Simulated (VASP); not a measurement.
Input:

```xyz
2
Lattice="4.1984 0.0000 0.0000 0.0000 4.1984 0.0000 0.0000 0.0000 4.1984" Properties=species:S:1:pos:R:3 pbc="T T T"
Cs     0.0000     0.0000     0.0000
Cl     2.0992     2.0992     2.0992
```

Method: TPSS meta-GGA, VASP's PBE PAW potentials (set 64) (plane waves; VASP). Numerical set-up: 520 eV cut-off, 7×7×7 Γ-centred mesh, tetrahedra with Blöchl corrections, potentials Cs_sv Cl.

Unless said otherwise, spin-orbit coupling is left out, though it shifts the bands of the heavy elements here.

### Question
What does the run give for the energy per atom (σ→0), band gap (over mesh and band path) with the smallest direct gap where there is one?

### Answer

| Property | Result |
|---|---|
| band gap (over mesh and band path) | 5.39 eV |
| smallest direct gap (over mesh and band path) | 5.39 eV |
| energy per atom (σ→0) | -10.010 eV/atom |

The compound is CsCl in the CsCl type structure. It was relaxed first, which changed the volume by +6 %.
